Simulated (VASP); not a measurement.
Method: PW91 GGA, VASP's PBE PAW potentials (set 64) (plane waves; VASP). For the first row: Numerical set-up: 520 eV cut-off, 8×8×8 Γ-centred mesh, first-order Methfessel-Paxton smearing of 0.10 eV, potentials Mg Sn_d.

```csv
system,energy (eV/atom)
Mg2Sn (antifluorite),-2.4965
Mg (hcp),-1.4725
Sn (beta),-3.8326
```

The references are the elements' solids at the same level; no temperature or zero-point terms are added.

Q: What is the formation energy per atom of Mg$_{2}$Sn?

A: The references average (2×(-1.4725) + 1×(-3.8326))/3 = -2.2592 eV, so the formation energy is -2.4965 − (-2.2592) = -0.237 eV/atom.
